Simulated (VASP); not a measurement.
Here is the system:

```
Tm
1.0
    1.77000    -3.06573     0.00000
    1.77000     3.06573     0.00000
    0.00000     0.00000     5.55000
Tm
2
Direct
  0.33333   0.66667   0.25000
  0.66667   0.33333   0.75000
```

Computed with PBE GGA, VASP's PBE PAW potentials (set 64) (plane waves; VASP). Settings: 400 eV cut-off, 11×11×6 Γ-centred mesh, first-order Methfessel-Paxton smearing of 0.10 eV, potentials Tm_3.

The 4f electrons are frozen in the core of the lanthanide potential, so 4f levels, which can set the real gap, and their magnetism are missing.

Problem. Estimate the energy per atom (σ→0), band gap (on the k-mesh) with the smallest direct gap where there is one.

Solution. 
The band gap (on the k-mesh) is none (metal, semimetal or under 0.01 eV). The energy per atom (σ→0) is -4.478 eV/atom.

The absolute energy has meaning only against runs of the same code, potentials and settings.

The compound is Tm in the hcp structure. The cell was not relaxed at this level.
